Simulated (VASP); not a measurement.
# Y2TiO4 (I4/mmm) in VASP: single point with r2SCAN

Aim: the single point of Y2TiO4 with r2SCAN.

All numbers are computed with VASP 6.6.1; they aren't measurements. Logs are shortened: lines on timing, memory, paths and dates and some standing lists are left out, and cuts for length are marked.

## 1. The crystal as given

Symmetry: I4/mmm, No. 139, tetragonal system. The conventional cell has a = 3.744 Å, b = 3.744 Å, c = 12.285 Å, α = 90.00°, β = 90.00°, γ = 90.00°. Y (site symmetry 4mm) has 9 O at 2.34 to 2.66 Å as nearest neighbours. Around Ti (site symmetry 4/mmm) lie 6 O at 1.87 to 2.00 Å. O (site symmetry mmm) has 2 Ti at 1.87 Å as nearest neighbours. O (site symmetry 4mm) is surrounded by 1 Ti at 2.00 Å.

The cell was built by a generator and needn't be a form met in nature.

## 2. Single point, r2SCAN

POSCAR reads:

```
Y2TiO4
1.0
    0.0000000000      3.7439783700      0.0000000000
    3.7439783700      0.0000000000      0.0000000000
    1.8719891800      1.8719891800     -6.1426001800
Y Ti O
2 1 4
Direct
    0.3538000000      0.3538000000      0.2924000000
    0.6462000000      0.6462000000      0.7076000000
    0.0000000000      0.0000000000      0.0000000000
    0.5000000000      0.0000000000      0.0000000000
    0.0000000000      0.5000000000      0.0000000000
    0.1630000000      0.1630000000      0.6740000000
    0.8370000000      0.8370000000      0.3260000000
```

INCAR.step1 reads:

```
SYSTEM = Y2TiO4
PREC = Accurate
ENCUT = 520
ISMEAR = -5
SIGMA = 0.1
LREAL = .False.
LASPH = .True.
NELM = 100
LMAXMIX = 4
GGA = PE
ALGO = Normal
EDIFF = 1E-4
LWAVE = .True.
LCHARG = .False.
```

INCAR.step2 reads:

```
SYSTEM = Y2TiO4
PREC = Accurate
ENCUT = 520
EDIFF = 1E-6
ISMEAR = -5
SIGMA = 0.1
LREAL = .False.
LASPH = .True.
NELM = 100
ALGO = Normal
ISIF = 2
LWAVE = .False.
LCHARG = .False.
LMAXMIX = 4
METAGGA = R2SCAN
LMIXTAU = .True.
LORBIT = 10
ISTART = 1
```

KPOINTS reads:

```
regular mesh
0
Gamma
  5 5 5
  0 0 0
```

Potentials or basis: VASP PAW PBE potentials, release 64 (Y_sv, Ti_sv, O).

On the command line:

```
cat potpaw_PBE.64/Y_sv/POTCAR potpaw_PBE.64/Ti_sv/POTCAR potpaw_PBE.64/O/POTCAR > POTCAR
cp INCAR.step1 INCAR
mpirun -np 1 vasp_std > vasp.out
cp INCAR.step2 INCAR
mpirun -np 1 vasp_std > vasp.out
```

OUTCAR:

```text
SYSTEM = Y2TiO4
   PREC = Accurate
   ENCUT = 520
   EDIFF = 1E-6
   ISMEAR = -5
   LREAL = .False.
   LASPH = .True.
   NELM = 100
   ISIF = 2
   METAGGA = R2SCAN
   LORBIT = 10
   ISTART = 1

 ion  position               nearest neighbor table
   1  0.354  0.354  0.292-   6 2.34   5 2.59   4 2.59   4 2.59   5 2.59   7 2.66   7 2.66   7 2.66
                             7 2.66   3 3.20   3 3.20   3 3.20   3 3.20   2 3.59   2 3.68   2 3.68
   2  0.646  0.646  0.708-   7 2.34   5 2.59   4 2.59   4 2.59   5 2.59   6 2.66   6 2.66   6 2.66
                             6 2.66   3 3.20   3 3.20   3 3.20   3 3.20   1 3.59   1 3.68   1 3.68
   3  0.000  0.000  0.000-   4 1.87   5 1.87   5 1.87   4 1.87   6 2.00   7 2.00   1 3.20   2 3.20
                             1 3.20   2 3.20   1 3.20   2 3.20   2 3.20   1 3.20
   4  0.500  0.000  0.000-   3 1.87   3 1.87   1 2.59   2 2.59   1 2.59   2 2.59
   5  0.000  0.500  0.000-   3 1.87   3 1.87   1 2.59   2 2.59   2 2.59   1 2.59
   6  0.163  0.163  0.674-   3 2.00   1 2.34   2 2.66   2 2.66   2 2.66   2 2.66
   7  0.837  0.837  0.326-   3 2.00   2 2.34   1 2.66   1 2.66   1 2.66   1 2.66

  LATTYP: Found a body centered tetragonal cell.
 ALAT       =     3.7439783700
 C/A-ratio  =     3.2813224720

  Lattice vectors:

 A1 = (  -1.8719891800,   1.8719891900,   6.1426001800)
 A2 = (   1.8719891900,  -1.8719891800,   6.1426001800)
 A3 = (   1.8719891800,   1.8719891800,  -6.1426001800)

Analysis of symmetry for initial positions (statically):
=====================================================================
 Subroutine PRICEL returns:
 Original cell was already a primitive cell.

 Routine SETGRP: Setting up the symmetry group for a
 body centered tetragonal supercell.

 Subroutine GETGRP returns: Found 16 space group operations
 (whereof 16 operations were pure point group operations)
 out of a pool of 16 trial point group operations.

The static configuration has the point symmetry D_4h.

Analysis of symmetry for dynamics (positions and initial velocities):
=====================================================================
 Subroutine PRICEL returns:
 Original cell was already a primitive cell.

 Routine SETGRP: Setting up the symmetry group for a
 body centered tetragonal supercell.

 Subroutine GETGRP returns: Found 16 space group operations
 (whereof 16 operations were pure point group operations)
 out of a pool of 16 trial point group operations.

The dynamic configuration has the point symmetry D_4h.

 Subroutine INISYM returns: Found 16 space group operations
 (whereof 16 operations are pure point group operations),
 and found     1 'primitive' translations

----------------------------------------------------------------------------------------

                                     Primitive cell

  volume of cell :      86.1031

  direct lattice vectors                    reciprocal lattice vectors
     0.000000000  3.743978370  0.000000000     0.000000000  0.267095560  0.081398754
     3.743978370  0.000000000  0.000000000     0.267095560  0.000000000  0.081398754
     1.871989180  1.871989180 -6.142600180     0.000000000  0.000000000 -0.162797508

  length of vectors
     3.743978370  3.743978370  6.688813344     0.279223558  0.279223558  0.162797508

  position of ions in fractional coordinates (direct lattice)
     0.353800000  0.353800000  0.292400000
     0.646200000  0.646200000  0.707600000
     0.000000000  0.000000000  0.000000000
     0.500000000  0.000000000  0.000000000
     0.000000000  0.500000000  0.000000000
     0.163000000  0.163000000  0.674000000
     0.837000000  0.837000000  0.326000000

  ion indices of the primitive-cell ions
   primitive index   ion index
                 1           1
                 2           2
                 3           3
                 4           4
                 5           5
                 6           6
                 7           7

----------------------------------------------------------------------------------------

 KPOINTS: regular mesh

Automatic generation of k-mesh.
 Grid dimensions read from file:
 generate k-points for:    5    5    5

 Generating k-lattice:

  Cartesian coordinates                     Fractional coordinates (reciprocal lattice)
     0.000000000  0.053419112  0.016279751     0.200000000  0.000000000  0.000000000
     0.053419112  0.000000000  0.016279751     0.000000000  0.200000000  0.000000000
     0.000000000  0.000000000 -0.032559502     0.000000000  0.000000000  0.200000000

  Length of vectors
     0.055844712  0.055844712  0.032559502

  Shift w.r.t. Gamma in fractional coordinates (k-lattice)
     0.000000000  0.000000000  0.000000000

 TETIRR: Found    299 inequivalent tetrahedra from      750

 Subroutine IBZKPT returns following result:
 ===========================================

 Found     18 irreducible k-points:

 Following reciprocal coordinates:
            Coordinates               Weight
  0.000000  0.000000  0.000000      1.000000
  0.200000  0.000000 -0.000000      8.000000
  0.400000  0.000000 -0.000000      8.000000
  0.200000  0.200000 -0.000000      8.000000
  0.400000  0.200000 -0.000000     16.000000
 -0.400000  0.200000  0.000000     16.000000
[... 10 lines left out ...]
  0.000000  0.000000  0.400000      2.000000
 -0.200000  0.000000  0.400000      4.000000
   k-points           NKPTS =     18   k-points in BZ     NKDIM =     18   number of bands    NBANDS=     34
   number of dos      NEDOS =    301   number of ions     NIONS =      7
   total plane-waves  NPLWV =  39200
   dimension x,y,z NGX =    28 NGY =   28 NGZ =   50
   dimension x,y,z NGXF=    56 NGYF=   56 NGZF=  100
   ions per type =               2   1   4
   NGX,Y,Z   is equivalent  to a cutoff of  12.43, 12.43, 12.43 a.u.
   NGXF,Y,Z  is equivalent  to a cutoff of  24.87, 24.87, 24.85 a.u.
 SYSTEM =  Y2TiO4
   PREC   = accura    normal or accurate (medium, high low for compatibility)
   ISTART =      1    job   : 0-new  1-cont  2-samecut
   ICHARG =      0    charge: 1-file 2-atom 10-const
   ISPIN  =      1    spin polarized calculation?
   LNONCOLLINEAR =      F non collinear calculations
   LSORBIT =      F    spin-orbit coupling
   LASPH  =      T    aspherical Exc in radial PAW
   ENCUT  =  520.0 eV  38.22 Ry    6.18 a.u.   6.96  6.96 12.44*2*pi/ulx,y,z
   NELM   =    100;   NELMIN=  2; NELMDL=  0     # of ELM steps
   EDIFF  = 0.1E-05   stopping-criterion for ELM
   LREAL  =      F    real-space projection
   EDIFFG = 0.1E-04   stopping-criterion for IOM
   NSW    =      0    number of steps for IOM
   IBRION =     -1    ionic relax: 0-MD 1-quasi-New 2-CG
   NFREE  =      0    steps in history (QN), initial steepest desc. (CG)
   ISIF   =      2    stress and relaxation
   ISYM   =      2    0-nonsym 1-usesym 2-fastsym
   POTIM  = 0.5000    time-step for ionic-motion
   TEBEG  =    0.0;   TEEND  =   0.0 temperature during run
   PSTRESS=    0.0 pullay stress
   NELECT =      58.0000    total number of electrons
   NUPDOWN=      -1.0000    fix difference up-down
   EMIN   =  10.00;   EMAX   =-10.00  energy-range for DOS
   EFERMI =   0.00;   METHOD = LEGACY
   ISMEAR =    -5;   SIGMA  =   0.10  broadening in eV -4-tet -1-fermi 0-gaus
   EFERMI_NEDOS =   21; number of points for ismear=-14 and -15
   IALGO  =     38    algorithm
   IMIX   =      4    mixing-type and parameters
     AMIX     =   0.40;   BMIX     =  1.00
     AMIX_MAG =   1.60;   BMIX_MAG =  1.00
  volume/ion in A,a.u.               =      12.30        83.01
  Fermi-wavevector in a.u.,A,eV,Ry     =   1.435086  2.711919 28.020806  2.059471
  Thomas-Fermi vector in A             =   2.554423
   LORBIT       =     10    0 simple, 1 ext, 2 COOP (PROOUT), +10 PAW based schemes
   METAGGA = R2SCAN    functional components
   LHFCALC =     F    Hartree Fock is set to
   AEXX    =    0.0000 exact exchange contribution
   IVDW    =     0    specifies the selected vdW correction
   LEPSILON=     F    determine dielectric tensor
   LRPA    =     F    only Hartree local field effects (RPA)
 non-spin polarized calculation
 Fermi weights with tetrahedron method with Bloechl corrections
  energy-cutoff  :      520.00
  volume of cell :       86.10
 maximum number of plane-waves:      2332
   NGX = 13   NGY = 13   NGZ = 25

 number of electron      58.0000024 magnetization

 Free energy of the ion-electron system (eV)
  ---------------------------------------------------
  ext. energy  EPLUGINS =         0.00000000
  ---------------------------------------------------
  free energy    TOTEN  =       -99.34792593 eV

  energy without entropy =      -99.34792593  energy(sigma->0) =      -99.34792593

 E-fermi :   8.4954     XC(G=0): -12.1236

 val. band max:        8.5115197953   @ k =   0.4000   0.0000  -0.0000
 cond. band min:       8.3403225884   @ k =   0.0000   0.0000   0.0000
 fundamental gap:     -0.1711972069
 Fermi energy:         8.4953705834

 k-point     1 :       0.0000    0.0000    0.0000
  band No.  band energies     occupation
      1     -52.1215      2.00000
      2     -37.9264      2.00000
      3     -37.8776      2.00000
      4     -27.5863      2.00000
      5     -27.5862      2.00000
      6     -27.4473      2.00000
[... 26 lines left out ...]
     33       7.9401      1.55523
     34       8.3403      0.04737

 k-point     2 :       0.2000    0.0000   -0.0000
  band No.  band energies     occupation
      1     -52.1200      2.00000
      2     -37.9173      2.00000
      3     -37.8768      2.00000
      4     -27.6562      2.00000
      5     -27.5835      2.00000
      6     -27.4459      2.00000
[... 26 lines left out ...]
     33       8.8544      0.03828
     34       9.5233     -0.00161

 k-point     3 :       0.4000    0.0000   -0.0000
  band No.  band energies     occupation
      1     -52.1176      2.00000
      2     -37.8989      2.00000
      3     -37.8791      2.00000
      4     -27.7660      2.00000
      5     -27.5791      2.00000
      6     -27.4435      2.00000
[... 26 lines left out ...]
     33      10.1547      0.00000
     34      10.4090      0.00000

 k-point     4 :       0.2000    0.2000   -0.0000
  band No.  band energies     occupation
      1     -52.1185      2.00000
      2     -37.9073      2.00000
      3     -37.8770      2.00000
      4     -27.6538      2.00000
      5     -27.6538      2.00000
      6     -27.4436      2.00000
[... 26 lines left out ...]
     33       9.3753     -0.03017
     34      10.1849     -0.00124

 k-point     5 :       0.4000    0.2000   -0.0000
  band No.  band energies     occupation
      1     -52.1161      2.00000
      2     -37.8907      2.00000
      3     -37.8776      2.00000
      4     -27.7641      2.00000
      5     -27.6499      2.00000
      6     -27.4403      2.00000
[... 399 lines left out ...]
 k-point    16 :      -0.2000   -0.2000    0.2000
  band No.  band energies     occupation
      1     -52.1185      2.00000
      2     -37.8999      2.00000
      3     -37.8844      2.00000
      4     -27.6538      2.00000
      5     -27.6538      2.00000
      6     -27.4432      2.00000
[... 26 lines left out ...]
     33       9.4917     -0.01860
     34       9.9863      0.00000

 k-point    17 :       0.0000    0.0000    0.4000
  band No.  band energies     occupation
      1     -52.1215      2.00000
      2     -37.9158      2.00000
      3     -37.8884      2.00000
      4     -27.5863      2.00000
      5     -27.5863      2.00000
      6     -27.4463      2.00000
[... 26 lines left out ...]
     33       8.4654      0.19244
     34       9.1520      0.00000

 k-point    18 :      -0.2000    0.0000    0.4000
  band No.  band energies     occupation
      1     -52.1200      2.00000
      2     -37.9055      2.00000
      3     -37.8887      2.00000
      4     -27.6562      2.00000
      5     -27.5835      2.00000
      6     -27.4450      2.00000
[... 26 lines left out ...]
     33       9.2395     -0.02037
     34       9.2584      0.00000

------------------------ aborting loop because EDIFF is reached ----------------------------------------

  FORCE on cell =-STRESS in cart. coord.  units (eV):
  Direction    XX          YY          ZZ          XY          YZ          ZX
  --------------------------------------------------------------------------------------
  -------------------------------------------------------------------------------------
  Total        3.9450585      3.9450585     -1.1054860      0.0000000     -0.0000000     -0.0000000
  in kB       73.4082915     73.4082915    -20.5705028      0.0000000     -0.0000000     -0.0000000
  external PRESSURE =      42.0820267 kB  Pullay stress =       0.0000000 kB

 VOLUME and BASIS-vectors are now :
 -----------------------------------------------------------------------------
  energy-cutoff  :      520.00
  volume of cell :       86.10
      direct lattice vectors                 reciprocal lattice vectors
     0.000000000  3.743978370  0.000000000     0.000000000  0.267095560  0.081398754
     3.743978370  0.000000000  0.000000000     0.267095560  0.000000000  0.081398754
     1.871989180  1.871989180 -6.142600180     0.000000000  0.000000000 -0.162797508

 POSITION                                       TOTAL-FORCE (eV/Angst)
 -----------------------------------------------------------------------------------
      1.87199      1.87199     -1.79610        -0.000000     -0.000000     -0.570553
      3.74398      3.74398     -4.34650         0.000000      0.000000      0.570553
      0.00000      0.00000      0.00000         0.000000      0.000000      0.000000
      0.00000      1.87199      0.00000        -0.000000     -0.000000      0.000000
      1.87199      0.00000      0.00000         0.000000      0.000000      0.000000
      1.87199      1.87199     -4.14011         0.000000      0.000000      2.046560
      3.74398      3.74398     -2.00249        -0.000000     -0.000000     -2.046560
 -----------------------------------------------------------------------------------
    total drift:                               -0.000000     -0.000000      0.000000

  FREE ENERGIE OF THE ION-ELECTRON SYSTEM (eV)
  ---------------------------------------------------
  free  energy   TOTEN  =       -99.3479259338 eV

  energy  without entropy=      -99.3479259338  energy(sigma->0) =      -99.34792593

 total charge

# of ion       s       p       d       f       tot
--------------------------------------------------
    1        2.119   6.263   0.917   0.079   9.377
    2        2.119   6.263   0.917   0.079   9.377
    3        2.234   6.351   2.080   0.000  10.665
    4        1.575   3.582   0.000   0.000   5.157
    5        1.575   3.582   0.000   0.000   5.157
    6        1.559   3.464   0.000   0.000   5.023
    7        1.559   3.464   0.000   0.000   5.023
--------------------------------------------------
tot         12.739  32.970   3.914   0.159  49.780
```

Run time: 3 min. Hardware: 1 thread of Intel Xeon Platinum 8375C at 2.90GHz (Ice Lake), shared host; peak memory 0.24 GiB.

Results:

- Free energy: -99.3479 eV
- Pressure: 4.2 GPa
- Largest force: 2.047 eV/Å
- Valence electrons inside the program's atomic spheres: Y 9.38; Ti 10.66; O 5.16, 5.02

Forces in eV/Å, atoms in the order of the input:
```
Y    0.000  0.000 -0.571
Y    0.000  0.000  0.571
Ti   0.000  0.000  0.000
O    0.000  0.000  0.000
O    0.000  0.000  0.000
O    0.000  0.000  2.047
O    0.000  0.000 -2.047
```

Levels at points of the mesh, in eV from the Fermi level:
```csv
k point,band 25,band 26,band 27,band 28,band 29,band 30,band 31,band 32,band 33,band 34
"(0.00, 0.00, 0.00)",-6.00,-5.40,-5.09,-5.09,-1.00,-0.86,-0.86,-0.67,-0.56,-0.16
```

Caveat: the bands computed are all filled at some k points, so no gap is given; the PAW data sets were made with another functional, which shifts forces and pressure a little.
